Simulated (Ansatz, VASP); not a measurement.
**Two plane-wave programs on ZrB3Se2**

```
CELL_PARAMETERS angstrom
3.52441 2.03482 2.87767
-3.52441 2.03482 2.87767
0.00000 -4.06964 2.87767
ATOMIC_POSITIONS crystal
Zr 0.00000 0.00000 0.00000
B 0.50000 0.50000 0.00000
B 0.50000 0.00000 0.50000
B 0.00000 0.50000 0.50000
Se 0.75000 0.75000 0.75000
Se 0.25000 0.25000 0.25000
```

Alike in both runs: task single point; functional PBE; k mesh 4 × 4 × 4; occupations gaussian, width 0.1 eV; no spin polarisation.

```csv
,VASP,Ansatz
version,VASP 6.6.1,Ansatz 0.2.0
potentials or method,"VASP PAW PBE potentials, release 64 (Zr_sv, B, Se)","scalar-relativistic, plane waves, PAW"
plane-wave cutoff (eV),520,420
valence electrons in the cell,33,53
```

Ansatz gave:

* gap on the k mesh at the Fermi level (eV): none
* pressure (GPa): 9.3
* largest component of the traceless stress (GPa): 36.10
* rms of the force components (eV/Å): 3.101

**Question.** What did VASP give for the same quantities?

**Answer.** gap on the k mesh at the Fermi level (eV): none; pressure (GPa): 9.4; largest component of the traceless stress (GPa): 36.26; rms of the force components (eV/Å): 3.113.

Atom by atom the forces differ by 0.012 eV/Å (rms over components). A gap of «none» marks a metal or a gap that the smearing closes. With one functional, cell and mesh, what is left measures potentials, basis and numerics. The two sets of potentials don't hold the same shells in valence.

Caveats: forces of over 1 eV/Å show positions far from the minimum, so gaps and moduli don't describe the material at rest.
